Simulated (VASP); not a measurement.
Given:

```
SnSe2
1.0
    1.94876    -3.37535     0.00000
    1.94876     3.37535     0.00000
    0.00000     0.00000     6.14589
Sn Se
1 2
Direct
  0.00000   0.00000   0.00000
  0.33333   0.66667   0.26052
  0.66667   0.33333   0.73948
```

Computed with optB88-vdW, VASP's PBE PAW potentials (set 64) (plane waves; VASP 6.6.1). Settings: 520 eV cut-off, 7×7×4 Γ-centred mesh, tetrahedra with Blöchl corrections, potentials Sn_d Se.

The cores are frozen, which limits the accuracy of field gradients.

Q: Give the principal components of the electric field gradient (V/Å²) and the asymmetry η at each nucleus.

A: 
| atom | Vxx | Vyy | Vzz | η |
|---|---|---|---|---|
| Sn1 | -3.3 | -3.3 | 6.6 | 0.00 |
| Se2 | 32.5 | 32.5 | -65.0 | 0.00 |
| Se3 | 32.5 | 32.5 | -65.0 | 0.00 |

The compound is SnSe2 in the 1T layered structure. It was relaxed first.
